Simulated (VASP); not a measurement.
VASP runs on PRu (space group P6_3/mmc) share one base input (PBE GGA, plane waves, VASP's PBE PAW potentials (set 64)) and change the settings named in each case.

### INCAR
```
SYSTEM = PRu
PREC = Accurate
ENCUT = 300
EDIFF = 1E-6
NELM = 100
ALGO = Normal
LREAL = .FALSE.
LASPH = .TRUE.
ISMEAR = 0
SIGMA = 0.1
GGA = PE
LMAXMIX = 4
LWAVE = .FALSE.
LCHARG = .FALSE.
ISIF = 2
```

**KPOINTS**
```
kpoints
0
G
  8 8 5
```

### POSCAR
```
PRu
1
    3.8011380000     0.0000000000     0.0000000000
   -1.9005690000     3.2918820000     0.0000000000
    0.0000000000     0.0000000000     5.2978560000
Ru P
2 2
Direct
  0.0000000000   0.0000000000   0.0000000000
  0.0000000000   0.0000000000   0.5000000000
  0.3333330000   0.6666670000   0.2500000000
  0.6666670000   0.3333330000   0.7500000000
```

POTCAR, in this order: Ru_pv P (PBE.64 set). Program: vasp_std.

| change | E(σ→0) (eV/atom) | pressure (GPa) | −TS (eV) |
|---|---|---|---|
| base run | -7.4345 | -19.43 | -0.0243 |
| GGA removed, POTCAR Ru_pv P (LDA.64 set) | -8.4203 | ___ | ___ |
| GGA_COMPAT = .FALSE., LNONCOLLINEAR = .TRUE., LSORBIT = .TRUE., MAGMOM = 0.0 0.0 0.0 0.0 0.0 0.0 0.0 0.0 0.0 0.0 0.0 0.0, program vasp_ncl | -7.5034 | ___ | ___ |
| KPOINTS 3×3×2 Γ-centred mesh | -7.3505 | -17.52 | -0.0678 |

Question: Complete the blanks.

Answer: 
- GGA_COMPAT = .FALSE., LNONCOLLINEAR = .TRUE., LSORBIT = .TRUE., MAGMOM = 0.0 0.0 0.0 0.0 0.0 0.0 0.0 0.0 0.0 0.0 0.0 0.0, program vasp_ncl, pressure (GPa): -19.26
- GGA_COMPAT = .FALSE., LNONCOLLINEAR = .TRUE., LSORBIT = .TRUE., MAGMOM = 0.0 0.0 0.0 0.0 0.0 0.0 0.0 0.0 0.0 0.0 0.0 0.0, program vasp_ncl, −TS (eV): -0.0239
- GGA removed, POTCAR Ru_pv P (LDA.64 set), pressure (GPa): -27.56
- GGA removed, POTCAR Ru_pv P (LDA.64 set), −TS (eV): -0.0235

Energies of different potentials or functionals have different zeros.  At 300 eV the pressure can carry a Pulay error.

Left out are runs that ran out of time, are held back, or changed the cell or the kind of run, fixed moments of cells without a moment, rows past the twelfth, gaps on odd meshes, pressures of charged cells and columns that move by less than the noise.

The structure was generated: PRu was put into an ordered model structure, which need not be its known phase. The cell was not relaxed at this level.
